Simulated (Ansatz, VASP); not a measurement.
# Cross-check of Al3Ni2 (Al3Ni2 (P-3m1)) between VASP and Ansatz, part 2 of 2

Wanted: the spread between two codes on one cell, functional and k mesh. The cell is taken from a series of runs on this material, whose earlier steps may have relaxed, scaled, displaced or heated it; both programs get it as it stands.

VASP 6.6.1 and Ansatz 0.2.0.

So far: The structure; VASP: relaxation of cell and atoms, r2SCAN.

## 3. Ansatz: relaxation of cell and atoms, r2SCAN

Level of this step: Ansatz beside VASP: Kohn-Sham DFT, plane waves, r2SCAN (Ansatz).

Ansatz runs on its PAW soft_1 files.

The same cell, functional, mesh and smearing now go to Ansatz.

Input file input.yaml:

```yaml
crystal:
  lattice:
    - [3.9941957, 0.0, 0.0]
    - [-1.9970979, 3.459075, 0.0]
    - [0.0, 0.0, 4.880862]
  atoms:
    - { symbol: Al, position: [0.0, 0.0, 0.0] }
    - { symbol: Al, position: [0.33333333, 0.66666667, 0.648083] }
    - { symbol: Al, position: [0.66666667, 0.33333333, 0.351917] }
    - { symbol: Ni, position: [0.33333333, 0.66666667, 0.146572] }
    - { symbol: Ni, position: [0.66666667, 0.33333333, 0.853428] }
basis:
  ecutwfc: 500
  xc_grid: 2
hamiltonian:
  xc: r2scan
  pseudopotentials: { kind: paw, azcp: { folder: soft_1 } }
kpoints:
  mp_grid: { grid: [11, 11, 8] }
scf:
  occupations: { method: fermi_dirac, width: 0.05 }
  max_iter: 150
output:
  forces: true
  stress: true
relax:
  f_tol: 0.01
  max_steps: 60
  cell: {}
checkpoint:
  write: "../r2scan.run"
  compress: false
  write_wavefunctions: false
  write_every: 100000
```

Run with:

```
$ ansatz run input.yaml --threads 4 --pin off --max-ram 6594MiB --backend cpu --events-out ev --progress --plain --runs-dir out
```

Numbers of over 12 decimals in the logs are rounded to 6 here.

Output:

```text
Engine: ansatz 0.2.0, x86_64-unknown-linux-gnu
Pseudopotentials: kind: paw
Pseudopotential: Al, paw, valence charge 3, recommended cutoff 500 eV (meta_gga), soft_1/Al.paw.azcp
Pseudopotential: Ni, paw, valence charge 18, recommended cutoff 500 eV (meta_gga), soft_1/Ni.paw.azcp
Functional definition: r2SCAN
  parameter k0 = 0.174
  parameter k1 = 0.065
  parameter a1 = 4.9479
  exchange = r2scan_x(k0 = k0, k1 = k1, a1 = a1)
  correlation = r2scan_c
Crystal: 5 atoms, lattice volume = 67.435 Å³
Basis set: ecut = 500 eV, 1751 PW (Γ), exchange–correlation on 60×60×72 points (8 copies of the dense FFT grid, shifted against one another)
Bands: 28, of which v1, the nominal top of the filled ones, is band 23 counted from 1 (22 counted from 0)
Symmetry: 12 space group operations
Space group: P-3m1 (ITA 164), of the structure as read, at distance tolerance 4.1e-5 Å
k-points: 110 of 968
Non-local potential: Al, projectors of the file, l = 0: 2, l = 1: 2, l = 2: 1
Non-local potential: Ni, projectors of the file, l = 0: 3, l = 1: 2, l = 2: 3, l = 3: 1
PAW form: soft (Blöchl's): semilocal exchange-correlation on the pseudo side does not see the compensation charge
PAW frozen core: Al, regenerated for the run's functional (the file was generated under x = pbe(κ = 0.804, μ = 0.219515), c = pbe(β = 0.066725))
PAW frozen core: Ni, regenerated for the run's functional (the file was generated under x = pbe(κ = 0.804, μ = 0.219515), c = pbe(β = 0.066725))
PAW one-centre angular grid: Al, 302 points (default); XC on 160 Gauss nodes
PAW one-centre angular grid: Ni, 590 points (default); XC on 160 Gauss nodes
Initial density: superposition of atomic densities (chi_scale 0.1, normalization cell, long waves kept (reshape's long-wave potential 0.01 eV rms))
Initial wavefunctions: pseudopotential atomic-orbital guess
Functional: x = r2scan, c = r2scan; τ floored in thin density (d = 2e-4 eV/Å³)
SCF iter   1: F=—  HF=-13316.425277 eV  |F-HF|=—  |Δ(HF+E_count)|=         —  Δρ=1.13e-1  dr2=9.79e0  dr2_τ=2.44e-1  ethr=3.10e-3  ⟨swp⟩=6.6  Hψ=14558  notcnv=0
preconditioner: auto → Kerker (q_TF=auto, 2.550 Å⁻¹)  [metal: Δε(μ)=0.017 eV  Ē_g=7.855 eV  σ=0.050 eV  W_gap=0.09  n_scr=20 (ndim 8)  ℏωp=24.4 eV  f_vac=0.000  D(μ)=1.00/eV (n_scr^D=2)]
SCF iter   2: F=—  HF=-13316.192007 eV  |F-HF|=—  |Δ(HF+E_count)|=   2.33e-1  Δρ=1.33e-1  dr2=6.17e0  dr2_τ=2.53e-2  ethr=3.10e-3  ⟨swp⟩=3.2  Hψ=7458  notcnv=0  defer=106
SCF iter   3: F=—  HF=-13315.321902 eV  |F-HF|=—  |Δ(HF+E_count)|=   8.70e-1  Δρ=3.02e-2  dr2=1.46e0  dr2_τ=1.25e-2  ethr=3.10e-3  ⟨swp⟩=3.0  Hψ=7139  notcnv=0  defer=94
SCF iter   4: F=—  HF=-13315.051686 eV  |F-HF|=—  |Δ(HF+E_count)|=   2.70e-1  Δρ=3.33e-2  dr2=4.28e-1  dr2_τ=2.56e-3  ethr=3.10e-3  ⟨swp⟩=2.0  Hψ=4472  notcnv=0  defer=99
SCF iter   5: F=—  HF=-13315.044811 eV  |F-HF|=—  |Δ(HF+E_count)|=   6.88e-3  Δρ=4.37e-3  dr2=3.23e-2  dr2_τ=1.06e-3  ethr=9.51e-4  ⟨swp⟩=2.7  Hψ=4670  notcnv=0  defer=99
SCF iter   6: F=—  HF=-13315.034642 eV  |F-HF|=—  |Δ(HF+E_count)|=   1.02e-2  Δρ=7.96e-3  dr2=3.68e-2  dr2_τ=9.75e-5  ethr=7.18e-5  ⟨swp⟩=2.5  Hψ=5823  notcnv=0  defer=96
SCF iter   7: F=—  HF=-13315.031987 eV  |F-HF|=—  |Δ(HF+E_count)|=   2.65e-3  Δρ=9.43e-4  dr2=6.62e-4  dr2_τ=5.30e-6  ethr=7.18e-5  ⟨swp⟩=2.7  Hψ=4764  notcnv=0  defer=96
SCF iter   8: F=—  HF=-13315.031956 eV  |F-HF|=—  |Δ(HF+E_count)|=   3.09e-5  Δρ=2.30e-4  dr2=3.94e-5  dr2_τ=3.38e-7  ethr=1.47e-6  ⟨swp⟩=2.0  Hψ=4533  notcnv=0  defer=96
SCF iter   9: F=—  HF=-13315.031941 eV  |F-HF|=—  |Δ(HF+E_count)|=   1.48e-5  Δρ=1.42e-4  dr2=1.06e-5  dr2_τ=5.98e-8  ethr=8.76e-8  ⟨swp⟩=1.2  Hψ=3190  notcnv=0  defer=96
SCF iter  10: F=-13315.031940 eV  HF=-13315.031940 eV  |F-HF|=6.55e-9  |Δ(HF+E_count)|=   1.17e-6  Δρ=1.32e-5  dr2=7.25e-8  dr2_τ=1.67e-9  ethr=2.22e-10  ⟨swp⟩=4.0  Hψ=14269  notcnv=0
SCF 1 converged in 10 iterations: F = -13315.031940 eV  dr2 = 7.25e-8
  greatest PAW one-centre occupation: 1.001 electrons in one spin orbital (limit 2), on the Ni atom at site 4 (counted from 0), in its partial waves of l = 0
relax step   1: F+E_penalty+E_count = -13315.03193974 eV  Δ(F+E_penalty+E_count) = +0.000e0 eV  max|allowed force component| = 3.526e-2 eV/Å  Δτ_max = 0.0000 Å  P = +0.297 GPa  Ω = 67.435 Å³  (10 SCF iters, dr2 threshold 1.00e-7 eV, accepted)
[...]
relax step   2: F+E_penalty+E_count = -13315.03332916 eV  Δ(F+E_penalty+E_count) = -1.389e-3 eV  max|allowed force component| = 1.908e-2 eV/Å  Δτ_max = 0.0016 Å  P = +0.097 GPa  Ω = 67.541 Å³  energy of the carried Pulay correction = -3.571e-5 eV  (5 SCF iters, dr2 threshold 5.00e-7 eV, accepted)
[...]
relax step   3: F+E_penalty+E_count = -13315.03362929 eV  Δ(F+E_penalty+E_count) = -3.001e-4 eV  max|allowed force component| = 3.281e-3 eV/Å  Δτ_max = 0.0015 Å  P = -0.008 GPa  Ω = 67.602 Å³  energy of the carried Pulay correction = -5.592e-5 eV  (6 SCF iters, dr2 threshold 3.27e-7 eV, accepted)
[...]
relax step   4: F+E_penalty+E_count = -13315.03368776 eV  Δ(F+E_penalty+E_count) = -5.847e-5 eV  max|allowed force component| = 3.191e-3 eV/Å  Δτ_max = 0.0000 Å  P = -0.008 GPa  Ω = 67.602 Å³  stress off target by 8.68e-3 GPa  SCF on the basis re-selected at this cell (its energy is not comparable with the rows above)  (8 SCF iters)
basis re-selected at this cell: Δ(F+E_penalty+E_count) = -5.847e-5 eV, ΔP = +0.000 GPa vs the last step (what re-selecting the basis moved, of the pressure what is left beyond the Pulay correction that the steps carried, after the strain that the cell walked since its last selection, with what the two solves' SCF thresholds leave and, on support functions, any second-order correction that the steps lacked; it is no m [...]
SCF converged after 8 iterations
Free energy (F): -13315.033688 eV
Harris-Foulkes:  -13315.033688 eV  (|F-HF|=1.82e-12)
Internal energy: -13315.024269 eV  (E = F + TS)
E sigma→0 (E₀):  -13315.028978 eV
Entropy (-TS):   -0.009419 eV (-1.884 meV/atom)
Fermi energy:    11.153601 eV
--- Per-component energies (eV) ---
  E_band       = -813.562904
  E_kinetic    = 758.971386
  E_local      = -8856.778176  (includes V_loc(G=0)·N_el)
  E_nonlocal   = -203.016573
  E_hartree    = 4577.434598
  E_xc         = -327.061246
  E_vxc        = -422.612494  (∫ρ·V_xc dr)
  E_paw        = -4764.576939  (= ΣΔE_a)
  E_vpaw       = -1271.593147  (= ΣTr[D̂ρ^β])
  E_aug_tail   = 0.000988  (compensation charges beyond the density's cutoff)
  E_vtau       = 26.596280  (kinetic-family band-sum trace: ∫τ·v_τ [+ j·A + Jᵃ·Aᵃ] dr)
  E_ewald      = -4499.217847
  E_core_change = -0.780459  (= ΣΔE_core)
  E_smearing   = -0.009419  (= −TS)
  E_closure    = 0.000000  (closes the sum)
  Σ components = -13315.033688   (vs F -13315.033688, Δ=0.00e0)
--- Forces (eV/Å), atoms counted from 1 ---
  atom   1  Al     0.00000000    -0.00000000     0.00000000
  atom   2  Al    -0.00000000    -0.00000000    -0.00061700
  atom   3  Al     0.00000000     0.00000000     0.00061700
  atom   4  Ni    -0.00000000     0.00000000    -0.00319145
  atom   5  Ni     0.00000000    -0.00000000     0.00319145
  max |Σ_I F_I| component: 1.39e-17 eV/Å
--- Stress (GPa, compression-positive) ---
       -0.008685      -0.000000       0.000000
       -0.000000      -0.008685      -0.000000
        0.000000      -0.000000      -0.005622
  P = ⅓ Tr σ = -0.0077 GPa (-0.077 kbar)
--- Relaxed structure (3 steps of the walk, 3 accepted, 1 SCFs on fresh bases) ---
  F+E_penalty+E_count = -13315.03368776 eV   max|allowed force component| = 3.191e-3 eV/Å   (the final SCF, on the basis selected at the relaxed cell)
  cell:  # Å, volume = 67.6015 Å³
    - [4.006179, 2.895411893499945e-8, 1.4324131605371745e-19]
    - [-2.003089, 3.469453, 0]
    - [1.7503926743796802e-19, 0, 4.863684]
  atoms:
    - { symbol: Al, position: [0, 0, 0.0] }
    - { symbol: Al, position: [0.333333, 0.666667, 0.648401] }
    - { symbol: Al, position: [0.666667, 0.333333, 0.351599] }
    - { symbol: Ni, position: [0.333333, 0.666667, 0.146166] }
    - { symbol: Ni, position: [0.666667, 0.333333, 0.853834] }
```

## 4. Differences

Known differences besides the potentials themselves: VASP keeps PBE cores, Ansatz makes them for the functional; the data sets hold 45 valence electrons in Ansatz (on its PAW soft_1 files) and 29 in VASP; the cutoff is 500 eV in Ansatz and 660 eV in VASP; Ansatz adds a Pulay correction to the stress that steers its cell, VASP none. Total energies have different zeros and are not compared.

The two programs side by side:

| quantity | Ansatz | VASP | difference |
| --- | --- | --- | --- |
| volume (Å³) | 67.60 | 67.44 | +0.24 % |
| edge a after relaxation, in the typed setting (Å) | 4.006 | 4.003 | +0.09 % |
| edge c after relaxation, in the typed setting (Å) | 4.864 | 4.861 | +0.06 % |

## 5. Summary of results

- difference in volume (relaxation of cell and atoms, r2SCAN): 0.24 %

**Reading.** The difference in volume is 0.24 % (relaxation of cell and atoms, r2SCAN), within the 1.2 % picked in this series as the mark of a large difference, as far as the stopping tolerances let one tell. The data sets hold unlike numbers of valence electrons (45 in Ansatz and 29 in VASP), so part of the differences may come from the potentials. Such differences can come from data sets, numerical settings and the points named under the comparisons, not from the functional's error against experiment.

[Lines on the potential files, build, host, timing and source positions are cut from VASP's logs without a mark.]

[Logs are printed without paths, hosts, clocks, repeated set-up lines and the standing remarks that a program may print on its own settings, such as how far it seeks lower states.]

[Hosts, paths, dates, database ids (printed as entryN), source tags and the programs' standing remarks are cut or masked in the printed files.]
